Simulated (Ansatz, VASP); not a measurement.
# MgI2 in two plane-wave programs

Aim: how closely do two programs agree when they are given the same cell, functional and k mesh? The cell is taken from a series of runs on this material, whose earlier steps may have relaxed or scaled it; both programs get it as it stands.

Program: Ansatz 0.2.0. Level of theory: plane waves, with VASP 6.6.1 beside it; single point at PBEsol and single point at PBEsol with D3(BJ). Results are calculated unless marked as measured.

## Step 1: The starting structure

The cell holds 3 atoms: 2 I and 1 Mg. Cell: a = 4.140 Å, b = 4.140 Å, c = 18.440 Å, α = 90.0°, β = 90.0°, γ = 120.0°. It derives from MgI2. As first built, before any earlier steps moved the atoms: kind sheets cut from a layered crystal; sheets 1; fields 0 to 0.4 V/Å. Vacuum lies along c.

## Step 2: VASP: single point, PBEsol

With cell and atoms fixed, the geometry can't cause a difference; cores, projectors, grids and the points listed under the comparison can.

Lines of VASP's logs that name or quote its potential files are left out, and so is its time.

Contents of INCAR:

```
SYSTEM = MgI2
PREC = Accurate
ENCUT = 400
EDIFF = 1E-06
NELM = 100
ISMEAR = -1
SIGMA = 0.02
LREAL = .FALSE.
ALGO = Normal
GGA = PS
NBANDS = 14
LORBIT = 11
LWAVE = .FALSE.
LCHARG = .FALSE.
KPAR = 2
ISIF = 0
```

Contents of POSCAR:

```
MgI2
1.0
    4.1400000002      0.0000000000      0.0000000000
   -2.0700000001      3.5853451718      0.0000000000
    0.0000000000      0.0000000000     18.4400000000
I Mg
2 1
Direct
    0.3333333333      0.6666666667      0.5899306852
    0.6666666667      0.3333333333      0.4100693148
    0.0000000000      0.0000000000      0.5000000000
```

Contents of KPOINTS:

```
Automatic mesh
0
Gamma
6 6 1
0 0 0
```

PAW data sets: I and Mg (PBE family, release 64).

Run with:

```sh
mpirun -np 2 vasp_std
```

Numbers of over 12 decimals in the logs are rounded to 6 here.

Log:

```text
[banner, memory and clock lines left out]
running    2 mpi-ranks, on    1 nodes
 distrk:  each k-point on    1 cores,    2 groups
 distr:  one band on    1 cores,    1 groups

 POSCAR found type information on POSCAR I Mg
 POSCAR found :  2 types and       3 ions
|                                                                             |
|               ----> ADVICE to this user running VASP <----                  |
|                                                                             |
|     You enforced a specific xc type in the INCAR file but a different       |
|     [... a line on the potential file left out ...]
|     I HOPE YOU KNOW WHAT YOU ARE DOING!                                     |
|                                                                             |

 LDA part: xc-table for (Slater+PW92), standard interpolation
 POSCAR, INCAR and KPOINTS ok, starting setup
 FFT: planning ... GRIDC
 FFT: planning ... GRID_SOFT
 FFT: planning ... GRID
 WAVECAR not read
 entering main loop
       N       E                     dE             d eps       ncg     rms          rms(c)
DAV:   1     0.982342302171E+02    0.98234E+02   -0.38982E+03   196   0.627E+02
DAV:   2     0.269825218875E+01   -0.95536E+02   -0.89736E+02   356   0.125E+02
DAV:   3    -0.821883759427E+01   -0.10917E+02   -0.10834E+02   262   0.506E+01
DAV:   4    -0.854853622467E+01   -0.32970E+00   -0.32953E+00   262   0.110E+01
DAV:   5    -0.855911522953E+01   -0.10579E-01   -0.10579E-01   302   0.227E+00    0.396E+00
DAV:   6    -0.843094410781E+01    0.12817E+00   -0.12764E-01   250   0.173E+00    0.258E+00
DAV:   7    -0.840193190152E+01    0.29012E-01   -0.15094E-01   232   0.186E+00    0.551E-01
DAV:   8    -0.839766867951E+01    0.42632E-02   -0.17704E-02   232   0.696E-01    0.274E-01
DAV:   9    -0.839760330727E+01    0.65372E-04   -0.11847E-03   244   0.219E-01    0.166E-01
DAV:  10    -0.839758037128E+01    0.22936E-04   -0.97112E-05   250   0.637E-02    0.365E-02
DAV:  11    -0.839759658577E+01   -0.16214E-04   -0.36233E-05   250   0.269E-02    0.394E-02
DAV:  12    -0.839760588091E+01   -0.92951E-05   -0.19978E-06   210   0.851E-03    0.216E-02
DAV:  13    -0.839763565016E+01   -0.29769E-04   -0.78878E-06   220   0.132E-02    0.378E-02
DAV:  14    -0.839764480839E+01   -0.91582E-05   -0.66957E-06   220   0.104E-02    0.189E-02
DAV:  15    -0.839764672759E+01   -0.19192E-05   -0.26416E-07   212   0.269E-03    0.123E-02
DAV:  16    -0.839765408949E+01   -0.73619E-05   -0.64150E-07   210   0.359E-03    0.584E-04
DAV:  17    -0.839765940639E+01   -0.53169E-05   -0.40076E-07   202   0.275E-03    0.820E-03
DAV:  18    -0.839766349253E+01   -0.40861E-05   -0.12848E-07   194   0.177E-03    0.144E-03
DAV:  19    -0.839766673168E+01   -0.32392E-05   -0.99954E-08   182   0.130E-03    0.179E-03
DAV:  20    -0.839766787944E+01   -0.11478E-05   -0.20903E-08   200   0.674E-04    0.249E-04
DAV:  21    -0.839766842498E+01   -0.54554E-06   -0.12597E-08   164   0.380E-04
   1 F= -.83976684E+01 E0= -.83976684E+01  d E =-.887390E-11
```

OUTCAR, selected parts (step 2):

```text
ion  position               nearest neighbor table
   1  0.333  0.667  0.590-   3 2.91   3 2.91   3 2.91
   2  0.667  0.333  0.410-   3 2.91   3 2.91   3 2.91
   3  0.000  0.000  0.500-   1 2.91   2 2.91   1 2.91   2 2.91   2 2.91   1 2.91

  LATTYP: Found a hexagonal cell.
 ALAT       =     4.1400000002
 C/A-ratio  =     4.4541062800

 Subroutine GETGRP returns: Found 12 space group operations
 (whereof 12 operations were pure point group operations)

The static configuration has the point symmetry D_3d.

 Found      7 irreducible k-points:

   k-points           NKPTS =      7   k-points in BZ     NKDIM =      7   number of bands    NBANDS=     14

   dimension x,y,z NGX =    28 NGY =   28 NGZ =  120
   dimension x,y,z NGXF=    56 NGYF=   56 NGZF=  240

   ENCUT  =  400.0 eV  29.40 Ry    5.42 a.u.   6.75  6.75 30.07*2*pi/ulx,y,z

   NELECT =      16.0000    total number of electrons

 k-points in reciprocal lattice and weights: Automatic mesh
   0.00000000  0.00000000  0.00000000       0.028
   0.16666667  0.00000000  0.00000000       0.167
   0.33333333  0.00000000  0.00000000       0.167
   0.50000000  0.00000000  0.00000000       0.083
   0.16666667  0.16666667  0.00000000       0.167
   0.33333333  0.16666667  0.00000000       0.333
   0.33333333  0.33333333  0.00000000       0.056

 average (electrostatic) potential at core
       1 -97.5723       2 -97.5723       3 -43.8241

 E-fermi :  -2.7644

 k-point     1 :       0.0000    0.0000    0.0000
  band No.  band energies     occupation
    ...
      4      -3.8840      2.00000
      5      -3.5088      2.00000
      6      -3.5088      2.00000
      7      -3.2152      2.00000
      8      -3.2152      2.00000
      9       0.8528      0.00000
     10       1.5976      0.00000
     11       2.8445      0.00000
     12       2.9514      0.00000
     13       3.4707      0.00000
    ...

 k-point     2 :       0.1667    0.0000    0.0000
  band No.  band energies     occupation
    ...
      4      -4.5889      2.00000
      5      -4.0233      2.00000
      6      -3.8113      2.00000
      7      -3.7397      2.00000
      8      -3.3018      2.00000
      9       1.5234      0.00000
     10       2.2212      0.00000
     11       2.9249      0.00000
     12       2.9902      0.00000
     13       3.5619      0.00000
    ...

 k-point     3 :       0.3333    0.0000    0.0000
  band No.  band energies     occupation
    ...
      4      -5.7834      2.00000
      5      -4.7568      2.00000
      6      -4.2470      2.00000
      7      -3.7882      2.00000
      8      -3.5513      2.00000
      9       0.8488      0.00000
     10       2.2170      0.00000
     11       2.7551      0.00000
     12       3.7285      0.00000
     13       3.9055      0.00000
    ...

  energy-cutoff  :      400.00
  volume of cell :      273.71
      direct lattice vectors                 reciprocal lattice vectors
     4.140000000  0.000000000  0.000000000     0.241545894  0.139456587  0.000000000
    -2.070000000  3.585345172  0.000000000     0.000000000  0.278913174  0.000000000
     0.000000000  0.000000000 18.440000000     0.000000000  0.000000000  0.054229935

 POSITION                                       TOTAL-FORCE (eV/Angst)
 -----------------------------------------------------------------------------------
     -0.00000      2.39023     10.87832         0.000000      0.000000      0.026050
      2.07000      1.19512      7.56168        -0.000000      0.000000     -0.026050
      0.00000      0.00000      9.22000        -0.000000      0.000000      0.000000
 -----------------------------------------------------------------------------------
    total drift:                                0.000000     -0.000000      0.000000

  FREE ENERGIE OF THE ION-ELECTRON SYSTEM (eV)
  ---------------------------------------------------
  free  energy   TOTEN  =        -8.3976684250 eV

  energy  without entropy=       -8.3976684250  energy(sigma->0) =       -8.39766842

 total charge
# of ion       s       p       d       tot
------------------------------------------
    1        1.503   2.817   0.012   4.332
    2        1.503   2.817   0.012   4.332
    3        0.139   0.115   0.029   0.283
--------------------------------------------------
tot          3.146   5.748   0.054   8.948

[... 3 further parts left out ...]
```

(Part 1 of 2 ends here.)

[Lines on the potential files, build, host, timing and source positions are cut from VASP's logs without a mark.]

[Logs are printed without paths, hosts, clocks, repeated set-up lines and the standing remarks that a program may print on its own settings, such as how far it seeks lower states.]

[Hosts, paths, dates, database ids (printed as entryN), source tags and the programs' standing remarks are cut or masked in the printed files.]
